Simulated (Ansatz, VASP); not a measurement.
# Ge (Germanium) in two plane-wave programs, part 2 of 3

Wanted: the spread between two codes on one cell, functional and k mesh. The cell is taken from a series of runs on this material, whose earlier steps may have relaxed, scaled, displaced or heated it; both programs get it as it stands.

VASP 6.6.1 and Ansatz 0.2.0.

So far: The starting structure; Ansatz: zone-centre phonons, PBEsol.

### Step 3. VASP: zone-centre phonons, PBEsol

Level of this step: PBEsol; plane waves and PAW (Ge_d) (VASP).

The same cell, functional, mesh and smearing now go to VASP, with its own data sets.

Lines of VASP's logs that name or quote its potential files are left out, and so is its time.

File INCAR:

```
SYSTEM = Ge
PREC = Accurate
ENCUT = 500
EDIFF = 1E-08
NELM = 120
ISMEAR = 0
SIGMA = 0.015
LREAL = .FALSE.
ALGO = Normal
GGA = PS
NBANDS = 20
LORBIT = 11
LWAVE = .FALSE.
LCHARG = .FALSE.
ISIF = 2
ISYM = 2
IBRION = 8
LASPH = .TRUE.
GGA_COMPAT = .FALSE.
EFERMI = MIDGAP
KPAR = 2
```

File POSCAR:

```
Ge
1.0
    0.0000000000      2.8093945141      2.8590635564
    2.8093945141      0.0000000000      2.8590635564
    2.8093945141      2.8093945141      0.0000000000
Ge
2
Direct
    0.4999702569      0.4999702569      0.4999839401
    0.7500297431      0.7500297431      0.7500160599
```

File KPOINTS:

```
Points of the shifted mesh
1728
Reciprocal
 0.0416666667  0.0416666667  0.0416666667 1
 0.0416666667  0.0416666667  0.1250000000 1
 0.0416666667  0.0416666667  0.2083333333 1
 0.0416666667  0.0416666667  0.2916666667 1
 0.0416666667  0.0416666667  0.3750000000 1
 0.0416666667  0.0416666667  0.4583333333 1
 0.0416666667  0.0416666667  0.5416666667 1
 0.0416666667  0.0416666667  0.6250000000 1
 0.0416666667  0.0416666667  0.7083333333 1
 0.0416666667  0.0416666667  0.7916666667 1
 0.0416666667  0.0416666667  0.8750000000 1
 0.0416666667  0.0416666667  0.9583333333 1
 0.0416666667  0.1250000000  0.0416666667 1
 0.0416666667  0.1250000000  0.1250000000 1
 0.0416666667  0.1250000000  0.2083333333 1
 0.0416666667  0.1250000000  0.2916666667 1
 0.0416666667  0.1250000000  0.3750000000 1
 0.0416666667  0.1250000000  0.4583333333 1
 0.0416666667  0.1250000000  0.5416666667 1
 0.0416666667  0.1250000000  0.6250000000 1
 0.0416666667  0.1250000000  0.7083333333 1
 0.0416666667  0.1250000000  0.7916666667 1
 0.0416666667  0.1250000000  0.8750000000 1
 0.0416666667  0.1250000000  0.9583333333 1
 0.0416666667  0.2083333333  0.0416666667 1
 0.0416666667  0.2083333333  0.1250000000 1
 0.0416666667  0.2083333333  0.2083333333 1
 0.0416666667  0.2083333333  0.2916666667 1
 0.0416666667  0.2083333333  0.3750000000 1
 0.0416666667  0.2083333333  0.4583333333 1
 0.0416666667  0.2083333333  0.5416666667 1
 0.0416666667  0.2083333333  0.6250000000 1
 0.0416666667  0.2083333333  0.7083333333 1
 0.0416666667  0.2083333333  0.7916666667 1
 0.0416666667  0.2083333333  0.8750000000 1
 0.0416666667  0.2083333333  0.9583333333 1
 0.0416666667  0.2916666667  0.0416666667 1
 0.0416666667  0.2916666667  0.1250000000 1
 0.0416666667  0.2916666667  0.2083333333 1
 0.0416666667  0.2916666667  0.2916666667 1
 0.0416666667  0.2916666667  0.3750000000 1
 0.0416666667  0.2916666667  0.4583333333 1
 0.0416666667  0.2916666667  0.5416666667 1
 0.0416666667  0.2916666667  0.6250000000 1
 0.0416666667  0.2916666667  0.7083333333 1
 0.0416666667  0.2916666667  0.7916666667 1
 0.0416666667  0.2916666667  0.8750000000 1
 0.0416666667  0.2916666667  0.9583333333 1
 0.0416666667  0.3750000000  0.0416666667 1
 0.0416666667  0.3750000000  0.1250000000 1
 0.0416666667  0.3750000000  0.2083333333 1
 0.0416666667  0.3750000000  0.2916666667 1
 0.0416666667  0.3750000000  0.3750000000 1
 0.0416666667  0.3750000000  0.4583333333 1
 0.0416666667  0.3750000000  0.5416666667 1
 0.0416666667  0.3750000000  0.6250000000 1
 0.0416666667  0.3750000000  0.7083333333 1
 0.0416666667  0.3750000000  0.7916666667 1
 0.0416666667  0.3750000000  0.8750000000 1
 0.0416666667  0.3750000000  0.9583333333 1
 0.0416666667  0.4583333333  0.0416666667 1
 0.0416666667  0.4583333333  0.1250000000 1
 0.0416666667  0.4583333333  0.2083333333 1
 0.0416666667  0.4583333333  0.2916666667 1
 0.0416666667  0.4583333333  0.3750000000 1
 0.0416666667  0.4583333333  0.4583333333 1
 0.0416666667  0.4583333333  0.5416666667 1
 0.0416666667  0.4583333333  0.6250000000 1
 0.0416666667  0.4583333333  0.7083333333 1
 0.0416666667  0.4583333333  0.7916666667 1
 0.0416666667  0.4583333333  0.8750000000 1
 0.0416666667  0.4583333333  0.9583333333 1
 0.0416666667  0.5416666667  0.0416666667 1
 0.0416666667  0.5416666667  0.1250000000 1
 0.0416666667  0.5416666667  0.2083333333 1
 0.0416666667  0.5416666667  0.2916666667 1
 0.0416666667  0.5416666667  0.3750000000 1
 0.0416666667  0.5416666667  0.4583333333 1
 0.0416666667  0.5416666667  0.5416666667 1
 0.0416666667  0.5416666667  0.6250000000 1
 0.0416666667  0.5416666667  0.7083333333 1
 0.0416666667  0.5416666667  0.7916666667 1
 0.0416666667  0.5416666667  0.8750000000 1
 0.0416666667  0.5416666667  0.9583333333 1
 0.0416666667  0.6250000000  0.0416666667 1
 0.0416666667  0.6250000000  0.1250000000 1
 0.0416666667  0.6250000000  0.2083333333 1
 0.0416666667  0.6250000000  0.2916666667 1
 0.0416666667  0.6250000000  0.3750000000 1
 0.0416666667  0.6250000000  0.4583333333 1
 0.0416666667  0.6250000000  0.5416666667 1
 0.0416666667  0.6250000000  0.6250000000 1
 0.0416666667  0.6250000000  0.7083333333 1
 0.0416666667  0.6250000000  0.7916666667 1
 0.0416666667  0.6250000000  0.8750000000 1
 0.0416666667  0.6250000000  0.9583333333 1
 0.0416666667  0.7083333333  0.0416666667 1
 0.0416666667  0.7083333333  0.1250000000 1
 0.0416666667  0.7083333333  0.2083333333 1
 0.0416666667  0.7083333333  0.2916666667 1
 0.0416666667  0.7083333333  0.3750000000 1
 0.0416666667  0.7083333333  0.4583333333 1
 0.0416666667  0.7083333333  0.5416666667 1
 0.0416666667  0.7083333333  0.6250000000 1
 0.0416666667  0.7083333333  0.7083333333 1
 0.0416666667  0.7083333333  0.7916666667 1
 0.0416666667  0.7083333333  0.8750000000 1
 0.0416666667  0.7083333333  0.9583333333 1
 0.0416666667  0.7916666667  0.0416666667 1
 0.0416666667  0.7916666667  0.1250000000 1
 0.0416666667  0.7916666667  0.2083333333 1
 0.0416666667  0.7916666667  0.2916666667 1
[... 1390 lines left out ...]
 0.8750000000  0.4583333333  0.1250000000 1
 0.8750000000  0.4583333333  0.2083333333 1
 0.8750000000  0.4583333333  0.2916666667 1
 0.8750000000  0.4583333333  0.3750000000 1
 0.8750000000  0.4583333333  0.4583333333 1
 0.8750000000  0.4583333333  0.5416666667 1
 0.8750000000  0.4583333333  0.6250000000 1
 0.8750000000  0.4583333333  0.7083333333 1
 0.8750000000  0.4583333333  0.7916666667 1
 0.8750000000  0.4583333333  0.8750000000 1
 0.8750000000  0.4583333333  0.9583333333 1
 0.8750000000  0.5416666667  0.0416666667 1
 0.8750000000  0.5416666667  0.1250000000 1
 0.8750000000  0.5416666667  0.2083333333 1
 0.8750000000  0.5416666667  0.2916666667 1
 0.8750000000  0.5416666667  0.3750000000 1
 0.8750000000  0.5416666667  0.4583333333 1
 0.8750000000  0.5416666667  0.5416666667 1
 0.8750000000  0.5416666667  0.6250000000 1
 0.8750000000  0.5416666667  0.7083333333 1
 0.8750000000  0.5416666667  0.7916666667 1
 0.8750000000  0.5416666667  0.8750000000 1
 0.8750000000  0.5416666667  0.9583333333 1
 0.8750000000  0.6250000000  0.0416666667 1
 0.8750000000  0.6250000000  0.1250000000 1
 0.8750000000  0.6250000000  0.2083333333 1
 0.8750000000  0.6250000000  0.2916666667 1
 0.8750000000  0.6250000000  0.3750000000 1
 0.8750000000  0.6250000000  0.4583333333 1
 0.8750000000  0.6250000000  0.5416666667 1
 0.8750000000  0.6250000000  0.6250000000 1
 0.8750000000  0.6250000000  0.7083333333 1
 0.8750000000  0.6250000000  0.7916666667 1
 0.8750000000  0.6250000000  0.8750000000 1
 0.8750000000  0.6250000000  0.9583333333 1
 0.8750000000  0.7083333333  0.0416666667 1
 0.8750000000  0.7083333333  0.1250000000 1
 0.8750000000  0.7083333333  0.2083333333 1
 0.8750000000  0.7083333333  0.2916666667 1
 0.8750000000  0.7083333333  0.3750000000 1
 0.8750000000  0.7083333333  0.4583333333 1
 0.8750000000  0.7083333333  0.5416666667 1
 0.8750000000  0.7083333333  0.6250000000 1
 0.8750000000  0.7083333333  0.7083333333 1
 0.8750000000  0.7083333333  0.7916666667 1
 0.8750000000  0.7083333333  0.8750000000 1
 0.8750000000  0.7083333333  0.9583333333 1
 0.8750000000  0.7916666667  0.0416666667 1
 0.8750000000  0.7916666667  0.1250000000 1
 0.8750000000  0.7916666667  0.2083333333 1
 0.8750000000  0.7916666667  0.2916666667 1
 0.8750000000  0.7916666667  0.3750000000 1
 0.8750000000  0.7916666667  0.4583333333 1
 0.8750000000  0.7916666667  0.5416666667 1
 0.8750000000  0.7916666667  0.6250000000 1
 0.8750000000  0.7916666667  0.7083333333 1
 0.8750000000  0.7916666667  0.7916666667 1
 0.8750000000  0.7916666667  0.8750000000 1
 0.8750000000  0.7916666667  0.9583333333 1
 0.8750000000  0.8750000000  0.0416666667 1
 0.8750000000  0.8750000000  0.1250000000 1
 0.8750000000  0.8750000000  0.2083333333 1
 0.8750000000  0.8750000000  0.2916666667 1
 0.8750000000  0.8750000000  0.3750000000 1
 0.8750000000  0.8750000000  0.4583333333 1
 0.8750000000  0.8750000000  0.5416666667 1
 0.8750000000  0.8750000000  0.6250000000 1
 0.8750000000  0.8750000000  0.7083333333 1
 0.8750000000  0.8750000000  0.7916666667 1
 0.8750000000  0.8750000000  0.8750000000 1
 0.8750000000  0.8750000000  0.9583333333 1
 0.8750000000  0.9583333333  0.0416666667 1
 0.8750000000  0.9583333333  0.1250000000 1
 0.8750000000  0.9583333333  0.2083333333 1
 0.8750000000  0.9583333333  0.2916666667 1
 0.8750000000  0.9583333333  0.3750000000 1
 0.8750000000  0.9583333333  0.4583333333 1
 0.8750000000  0.9583333333  0.5416666667 1
 0.8750000000  0.9583333333  0.6250000000 1
 0.8750000000  0.9583333333  0.7083333333 1
 0.8750000000  0.9583333333  0.7916666667 1
 0.8750000000  0.9583333333  0.8750000000 1
 0.8750000000  0.9583333333  0.9583333333 1
 0.9583333333  0.0416666667  0.0416666667 1
 0.9583333333  0.0416666667  0.1250000000 1
 0.9583333333  0.0416666667  0.2083333333 1
 0.9583333333  0.0416666667  0.2916666667 1
 0.9583333333  0.0416666667  0.3750000000 1
 0.9583333333  0.0416666667  0.4583333333 1
 0.9583333333  0.0416666667  0.5416666667 1
 0.9583333333  0.0416666667  0.6250000000 1
 0.9583333333  0.0416666667  0.7083333333 1
 0.9583333333  0.0416666667  0.7916666667 1
 0.9583333333  0.0416666667  0.8750000000 1
 0.9583333333  0.0416666667  0.9583333333 1
 0.9583333333  0.1250000000  0.0416666667 1
 0.9583333333  0.1250000000  0.1250000000 1
 0.9583333333  0.1250000000  0.2083333333 1
 0.9583333333  0.1250000000  0.2916666667 1
 0.9583333333  0.1250000000  0.3750000000 1
 0.9583333333  0.1250000000  0.4583333333 1
 0.9583333333  0.1250000000  0.5416666667 1
 0.9583333333  0.1250000000  0.6250000000 1
 0.9583333333  0.1250000000  0.7083333333 1
 0.9583333333  0.1250000000  0.7916666667 1
 0.9583333333  0.1250000000  0.8750000000 1
 0.9583333333  0.1250000000  0.9583333333 1
 0.9583333333  0.2083333333  0.0416666667 1
 0.9583333333  0.2083333333  0.1250000000 1
 0.9583333333  0.2083333333  0.2083333333 1
 0.9583333333  0.2083333333  0.2916666667 1
 0.9583333333  0.2083333333  0.3750000000 1
 0.9583333333  0.2083333333  0.4583333333 1
 0.9583333333  0.2083333333  0.5416666667 1
 0.9583333333  0.2083333333  0.6250000000 1
 0.9583333333  0.2083333333  0.7083333333 1
 0.9583333333  0.2083333333  0.7916666667 1
 0.9583333333  0.2083333333  0.8750000000 1
 0.9583333333  0.2083333333  0.9583333333 1
 0.9583333333  0.2916666667  0.0416666667 1
 0.9583333333  0.2916666667  0.1250000000 1
 0.9583333333  0.2916666667  0.2083333333 1
 0.9583333333  0.2916666667  0.2916666667 1
 0.9583333333  0.2916666667  0.3750000000 1
 0.9583333333  0.2916666667  0.4583333333 1
 0.9583333333  0.2916666667  0.5416666667 1
 0.9583333333  0.2916666667  0.6250000000 1
 0.9583333333  0.2916666667  0.7083333333 1
 0.9583333333  0.2916666667  0.7916666667 1
 0.9583333333  0.2916666667  0.8750000000 1
 0.9583333333  0.2916666667  0.9583333333 1
 0.9583333333  0.3750000000  0.0416666667 1
 0.9583333333  0.3750000000  0.1250000000 1
 0.9583333333  0.3750000000  0.2083333333 1
 0.9583333333  0.3750000000  0.2916666667 1
 0.9583333333  0.3750000000  0.3750000000 1
 0.9583333333  0.3750000000  0.4583333333 1
 0.9583333333  0.3750000000  0.5416666667 1
 0.9583333333  0.3750000000  0.6250000000 1
 0.9583333333  0.3750000000  0.7083333333 1
 0.9583333333  0.3750000000  0.7916666667 1
 0.9583333333  0.3750000000  0.8750000000 1
 0.9583333333  0.3750000000  0.9583333333 1
 0.9583333333  0.4583333333  0.0416666667 1
 0.9583333333  0.4583333333  0.1250000000 1
 0.9583333333  0.4583333333  0.2083333333 1
 0.9583333333  0.4583333333  0.2916666667 1
 0.9583333333  0.4583333333  0.3750000000 1
 0.9583333333  0.4583333333  0.4583333333 1
 0.9583333333  0.4583333333  0.5416666667 1
 0.9583333333  0.4583333333  0.6250000000 1
 0.9583333333  0.4583333333  0.7083333333 1
 0.9583333333  0.4583333333  0.7916666667 1
 0.9583333333  0.4583333333  0.8750000000 1
 0.9583333333  0.4583333333  0.9583333333 1
 0.9583333333  0.5416666667  0.0416666667 1
 0.9583333333  0.5416666667  0.1250000000 1
 0.9583333333  0.5416666667  0.2083333333 1
 0.9583333333  0.5416666667  0.2916666667 1
 0.9583333333  0.5416666667  0.3750000000 1
 0.9583333333  0.5416666667  0.4583333333 1
 0.9583333333  0.5416666667  0.5416666667 1
 0.9583333333  0.5416666667  0.6250000000 1
 0.9583333333  0.5416666667  0.7083333333 1
 0.9583333333  0.5416666667  0.7916666667 1
 0.9583333333  0.5416666667  0.8750000000 1
 0.9583333333  0.5416666667  0.9583333333 1
 0.9583333333  0.6250000000  0.0416666667 1
 0.9583333333  0.6250000000  0.1250000000 1
 0.9583333333  0.6250000000  0.2083333333 1
 0.9583333333  0.6250000000  0.2916666667 1
 0.9583333333  0.6250000000  0.3750000000 1
 0.9583333333  0.6250000000  0.4583333333 1
 0.9583333333  0.6250000000  0.5416666667 1
 0.9583333333  0.6250000000  0.6250000000 1
 0.9583333333  0.6250000000  0.7083333333 1
 0.9583333333  0.6250000000  0.7916666667 1
 0.9583333333  0.6250000000  0.8750000000 1
 0.9583333333  0.6250000000  0.9583333333 1
 0.9583333333  0.7083333333  0.0416666667 1
 0.9583333333  0.7083333333  0.1250000000 1
 0.9583333333  0.7083333333  0.2083333333 1
 0.9583333333  0.7083333333  0.2916666667 1
 0.9583333333  0.7083333333  0.3750000000 1
 0.9583333333  0.7083333333  0.4583333333 1
 0.9583333333  0.7083333333  0.5416666667 1
 0.9583333333  0.7083333333  0.6250000000 1
 0.9583333333  0.7083333333  0.7083333333 1
 0.9583333333  0.7083333333  0.7916666667 1
 0.9583333333  0.7083333333  0.8750000000 1
 0.9583333333  0.7083333333  0.9583333333 1
 0.9583333333  0.7916666667  0.0416666667 1
 0.9583333333  0.7916666667  0.1250000000 1
 0.9583333333  0.7916666667  0.2083333333 1
 0.9583333333  0.7916666667  0.2916666667 1
 0.9583333333  0.7916666667  0.3750000000 1
 0.9583333333  0.7916666667  0.4583333333 1
 0.9583333333  0.7916666667  0.5416666667 1
 0.9583333333  0.7916666667  0.6250000000 1
 0.9583333333  0.7916666667  0.7083333333 1
 0.9583333333  0.7916666667  0.7916666667 1
 0.9583333333  0.7916666667  0.8750000000 1
 0.9583333333  0.7916666667  0.9583333333 1
 0.9583333333  0.8750000000  0.0416666667 1
 0.9583333333  0.8750000000  0.1250000000 1
 0.9583333333  0.8750000000  0.2083333333 1
 0.9583333333  0.8750000000  0.2916666667 1
 0.9583333333  0.8750000000  0.3750000000 1
 0.9583333333  0.8750000000  0.4583333333 1
 0.9583333333  0.8750000000  0.5416666667 1
 0.9583333333  0.8750000000  0.6250000000 1
 0.9583333333  0.8750000000  0.7083333333 1
 0.9583333333  0.8750000000  0.7916666667 1
 0.9583333333  0.8750000000  0.8750000000 1
 0.9583333333  0.8750000000  0.9583333333 1
 0.9583333333  0.9583333333  0.0416666667 1
 0.9583333333  0.9583333333  0.1250000000 1
 0.9583333333  0.9583333333  0.2083333333 1
 0.9583333333  0.9583333333  0.2916666667 1
 0.9583333333  0.9583333333  0.3750000000 1
 0.9583333333  0.9583333333  0.4583333333 1
 0.9583333333  0.9583333333  0.5416666667 1
 0.9583333333  0.9583333333  0.6250000000 1
 0.9583333333  0.9583333333  0.7083333333 1
 0.9583333333  0.9583333333  0.7916666667 1
 0.9583333333  0.9583333333  0.8750000000 1
 0.9583333333  0.9583333333  0.9583333333 1
```

PAW data sets: Ge_d (PBE family, release 64).

On the command line:

```
mpirun -np 2 vasp_std
```

What it wrote:

```text
[banner, memory and clock lines left out]
running    2 mpi-ranks, on    1 nodes
 distrk:  each k-point on    1 cores,    2 groups
 distr:  one band on    1 cores,    1 groups

 POSCAR found type information on POSCAR Ge
 POSCAR found :  1 types and       2 ions
|                                                                             |
|               ----> ADVICE to this user running VASP <----                  |
|                                                                             |
|     You enforced a specific xc type in the INCAR file but a different       |
|     [... a line on the potential file left out ...]
|     I HOPE YOU KNOW WHAT YOU ARE DOING!                                     |
|                                                                             |

 LDA part: xc-table for (Slater+PW92), standard interpolation
 POSCAR, INCAR and KPOINTS ok, starting setup
 FFT: planning ... GRIDC
 FFT: planning ... GRID_SOFT
 FFT: planning ... GRID
 WAVECAR not read
 entering main loop
       N       E                     dE             d eps       ncg     rms          rms(c)
DAV:   1     0.182113246640E+03    0.18211E+03   -0.14612E+04 74652   0.374E+03
DAV:   2     0.155408412197E+02   -0.16657E+03   -0.16213E+03 69284   0.586E+02
DAV:   3    -0.922213914625E+01   -0.24763E+02   -0.24586E+02 77872   0.144E+02
DAV:   4    -0.100115991010E+02   -0.78946E+00   -0.78891E+00 77968   0.303E+01
DAV:   5    -0.100246000280E+02   -0.13001E-01   -0.13001E-01 77196   0.425E+00    0.327E+00
DAV:   6    -0.992003304273E+01    0.10457E+00   -0.37281E-02 91172   0.238E+00    0.186E+00
DAV:   7    -0.987014145119E+01    0.49892E-01   -0.61733E-02 72424   0.254E+00    0.157E-01
DAV:   8    -0.987115974350E+01   -0.10183E-02   -0.69535E-03 78792   0.120E+00    0.515E-02
DAV:   9    -0.987126306299E+01   -0.10332E-03   -0.23737E-04 77920   0.218E-01    0.106E-02
DAV:  10    -0.987127608118E+01   -0.13018E-04   -0.19137E-05 89480   0.383E-02    0.539E-03
DAV:  11    -0.987127719994E+01   -0.11188E-05   -0.45625E-06 92540   0.337E-02    0.135E-03
DAV:  12    -0.987127678502E+01    0.41492E-06   -0.82338E-07 92156   0.179E-02    0.286E-04
DAV:  13    -0.987127676048E+01    0.24544E-07   -0.17456E-08 65788   0.133E-03    0.128E-04
DAV:  14    -0.987127673632E+01    0.24160E-07   -0.44722E-09 46036   0.129E-03    0.274E-05
DAV:  15    -0.987127673756E+01   -0.12460E-08   -0.72638E-10 39800   0.381E-04
   1 F= -.98712767E+01 E0= -.98712767E+01  d E =-.612635E-14
 Linear response reoptimize wavefunctions to high precision
DAV:   1    -0.987127674007E+01   -0.25102E-08   -0.19392E-10 42168   0.190E-04
DAV:   2    -0.987127674007E+01   -0.27285E-11   -0.53793E-11 38240   0.954E-05
 Linear response DOF=           2
 Linear response progress:
  Degree of freedom:   1/  2
       N       E                     dE             d eps       ncg     rms          rms(c)
RMM:   1    -0.186582558304E+00   -0.18658E+00    0.84467E+00 84218   0.451E+01
RMM:   2    -0.193765086872E+00   -0.71825E-02   -0.13199E-02111697   0.109E+00    0.738E-02
RMM:   3    -0.193783600769E+00   -0.18514E-04   -0.93630E-04118674   0.315E-01    0.427E-02
RMM:   4    -0.193681103446E+00    0.10250E-03   -0.62996E-05126792   0.806E-02    0.476E-03
RMM:   5    -0.193683019486E+00   -0.19160E-05   -0.36545E-06121782   0.176E-02    0.244E-03
RMM:   6    -0.193690194649E+00   -0.71752E-05   -0.22003E-07124185   0.497E-03    0.318E-04
RMM:   7    -0.193689199720E+00    0.99493E-06   -0.31410E-08127193   0.152E-03    0.195E-04
RMM:   8    -0.193688111866E+00    0.10879E-05   -0.46389E-09129294   0.550E-04    0.412E-05
RMM:   9    -0.193688017745E+00    0.94122E-07    0.13367E-09129814   0.231E-04    0.194E-05
RMM:  10    -0.193688157636E+00   -0.13989E-06   -0.79144E-09130347   0.107E-04    0.537E-06
RMM:  11    -0.193688180369E+00   -0.22733E-07   -0.13404E-08130014   0.617E-05    0.284E-06
RMM:  12    -0.193688202378E+00   -0.22010E-07   -0.14856E-08127859   0.423E-05    0.177E-06
RMM:  13    -0.193688217877E+00   -0.15499E-07   -0.16253E-09115846   0.341E-05    0.439E-07
RMM:  14    -0.193688221855E+00   -0.39784E-08   -0.26399E-09100107   0.300E-05    0.570E-08
 first order change of Fermi-energy   0.73015E+00
 force on displaced ion       1 direction 1 : -11.440   0.003  -0.002
 Linear response progress:
  Degree of freedom:   2/  2
       N       E                     dE             d eps       ncg     rms          rms(c)
RMM:   1    -0.186756555364E+00   -0.18676E+00    0.83277E+00 84242   0.448E+01
RMM:   2    -0.193944848757E+00   -0.71883E-02   -0.13180E-02111628   0.109E+00    0.749E-02
RMM:   3    -0.193965379322E+00   -0.20531E-04   -0.93855E-04118816   0.316E-01    0.433E-02
RMM:   4    -0.193866405941E+00    0.98973E-04   -0.62321E-05126864   0.805E-02    0.469E-03
RMM:   5    -0.193868018432E+00   -0.16125E-05   -0.36125E-06121995   0.175E-02    0.244E-03
RMM:   6    -0.193874737212E+00   -0.67188E-05   -0.21760E-07123876   0.493E-03    0.303E-04
RMM:   7    -0.193873658763E+00    0.10784E-05   -0.37298E-08127331   0.153E-03    0.189E-04
RMM:   8    -0.193872477701E+00    0.11811E-05   -0.38931E-09128762   0.556E-04    0.414E-05
RMM:   9    -0.193872395447E+00    0.82254E-07   -0.55987E-09129953   0.234E-04    0.199E-05
RMM:  10    -0.193872548100E+00   -0.15265E-06   -0.10758E-08129940   0.107E-04    0.554E-06
RMM:  11    -0.193872569315E+00   -0.21215E-07   -0.17712E-08129645   0.602E-05    0.298E-06
RMM:  12    -0.193872592596E+00   -0.23280E-07   -0.16651E-08127937   0.404E-05    0.174E-06
RMM:  13    -0.193872607239E+00   -0.14643E-07   -0.39526E-09114108   0.318E-05    0.474E-07
RMM:  14    -0.193872610902E+00   -0.36625E-08   -0.46219E-09 99401   0.276E-05    0.115E-07
 first order change of Fermi-energy   0.30363E+01
 force on displaced ion       1 direction 3 :  -0.002  -0.002 -11.454
 Linear response finished
```

[end of part 2 of 3]

[Lines on the potential files, build, host, timing and source positions are cut from VASP's logs without a mark.]

[Logs are printed without paths, hosts, clocks, repeated set-up lines and the standing remarks that a program may print on its own settings, such as how far it seeks lower states.]

[Hosts, paths, dates, database ids (printed as entryN), source tags and the programs' standing remarks are cut or masked in the printed files.]
